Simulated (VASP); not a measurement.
Level of theory: PBE GGA, VASP's PBE PAW potentials (set 64) (plane waves; VASP).

VASP ran on this input.

### KPOINTS
```
Automatic mesh
0
Gamma
13 13 13
0 0 0
```

### INCAR
```
ALGO=Normal
EDIFF=1E-7
ENCUT=520
GGA=PE
ISIF=2
ISMEAR=-5
LASPH=T
LCHARG=T
LORBIT=11
LREAL=F
LWAVE=F
NEDOS=601
NELM=100
PREC=Accurate
SYSTEM=LiH
```

### POSCAR
```
LiH
1
    0.0000000000     1.9991872349     1.9991872349
    1.9991872349     0.0000000000     1.9991872349
    1.9991872349     1.9991872349     0.0000000000
Li H
1 1
Direct
  0.0000000000   0.0000000000   0.0000000000
  0.5000000000   0.5000000000   0.5000000000
```

POTCAR, in this order: Li_sv H (PBE.64 set). Program: vasp_std.

Task: What will the output report for the number of irreducible k-points (NKPTS), number of bands (NBANDS), largest plane-wave count, number of space-group operations, FFT grid (NGX, NGY, NGZ)?

Result: 
- number of irreducible k-points (NKPTS) = 84
- number of bands (NBANDS) = 6
- largest plane-wave count = 444
- number of space-group operations = 48
- FFT grid (NGX, NGY, NGZ) = 24 × 24 × 24

The compound is LiH in the rock salt structure. It was relaxed first, which changed the volume by -6 %.
